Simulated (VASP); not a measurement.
Energy against volume of LiF (rock salt). These are AM05 GGA, VASP's PBE PAW potentials (set 64) (plane waves; VASP) values and carry that method's errors. Settings: 520 eV cut-off, 11×11×11 Γ-centred mesh, Gaussian smearing of 0.050 eV, potentials Li_sv F.

| V (Å³/atom) | E (eV/atom) |
|---|---|
| 7.702 | -4.78528 |
| 7.948 | -4.79182 |
| 8.194 | -4.79460 |
| 8.439 | -4.79415 |

Question: Fit these four points and predict the energy of the run at 8.685 Å³/atom.

Answer: A cubic in V^(−2/3), the third-order Birch-Murnaghan form, passes through the four points with V0 = 8.28 Å³/atom and B0 = 67 GPa, and gives -4.7909 eV/atom there. The run gave -4.7910 eV/atom, -0.1 meV/atom from the fit; all five points give B0 = 66 GPa.

The compound is LiF in the rock salt structure. It was relaxed first.
